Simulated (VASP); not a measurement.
Crystal: Sc7VN8.

```
CELL_PARAMETERS angstrom
-4.30620 4.30620 0.00000
-4.30620 0.00000 4.30620
0.00000 4.30620 4.30620
ATOMIC_POSITIONS crystal
Sc 0.00000 0.00000 0.00000
Sc 0.50000 0.00000 0.00000
Sc 0.00000 0.50000 0.00000
Sc 0.00000 0.00000 0.50000
Sc 0.50000 0.50000 0.00000
Sc 0.50000 0.00000 0.50000
Sc 0.00000 0.50000 0.50000
V 0.50000 0.50000 0.50000
N 0.75000 0.75000 0.75000
N 0.25000 0.75000 0.75000
N 0.75000 0.25000 0.75000
N 0.75000 0.75000 0.25000
N 0.25000 0.25000 0.75000
N 0.25000 0.75000 0.25000
N 0.75000 0.25000 0.25000
N 0.25000 0.25000 0.25000
```

The cell was built by a generator and needn't be a form met in nature.

* Program: VASP 6.6.1
* Task: relaxation of cell and atoms
* Functional: PBEsol
* Potentials or basis: VASP PAW PBE potentials, release 64 (Sc_sv, V_sv, N)
* Cutoff: 600 eV
* k mesh: 8 × 8 × 8
* Occupations: methfessel-paxton, width 0.1 eV
* Spin: no spin polarisation

At the start: pressure 19.3 GPa; volume 9.98 Å³/atom.

Task: Where does the relaxation end?

Result: Over 9 steps the energy falls by 58.1 meV/atom and the volume is 10.72 Å³/atom (+7.4 %); space group Fm-3m (No. 225, to 0.05 Å).

The path:
```csv
step,energy change (eV),largest force (eV/Å),pressure (GPa),volume (Å³)
1,0.0000,1.3506,19.34,159.70
2,0.1502,0.0184,-18.00,189.19
3,-0.8568,0.5837,-1.68,172.98
4,-0.8573,0.5975,-1.30,172.68
5,-0.9248,0.1606,-0.11,171.64
6,-0.9293,0.0067,0.34,171.28
7,-0.9293,0.0208,0.30,171.31
8,-0.9294,0.0016,-0.30,171.77
9,-0.9296,0.0087,-0.04,171.57
```

Final structure:
```cif
data_structure
_symmetry_space_group_name_H-M 'P 1'
_symmetry_Int_Tables_number 1
_cell_length_a 6.2371
_cell_length_b 6.2371
_cell_length_c 6.2371
_cell_angle_alpha 60.000
_cell_angle_beta 60.000
_cell_angle_gamma 60.000
_cell_volume 171.57
loop_
_atom_site_label
_atom_site_type_symbol
_atom_site_fract_x
_atom_site_fract_y
_atom_site_fract_z
_atom_site_occupancy
Sc1 Sc 0.00000 0.00000 0.00000 1
Sc2 Sc 0.50000 0.00000 0.00000 1
Sc3 Sc 0.00000 0.50000 0.00000 1
Sc4 Sc 0.00000 0.00000 0.50000 1
Sc5 Sc 0.50000 0.50000 0.00000 1
Sc6 Sc 0.50000 0.00000 0.50000 1
Sc7 Sc 0.00000 0.50000 0.50000 1
V1 V 0.50000 0.50000 0.50000 1
N1 N 0.75000 0.75000 0.75000 1
N2 N 0.25785 0.74215 0.74215 1
N3 N 0.74215 0.25785 0.74215 1
N4 N 0.74215 0.74215 0.25785 1
N5 N 0.25785 0.25785 0.74215 1
N6 N 0.25785 0.74215 0.25785 1
N7 N 0.74215 0.25785 0.25785 1
N8 N 0.25000 0.25000 0.25000 1
```

Caveat: the PAW data sets were made with another functional, which shifts forces and pressure a little; the run has no spin polarisation, though such a crystal can be magnetic.
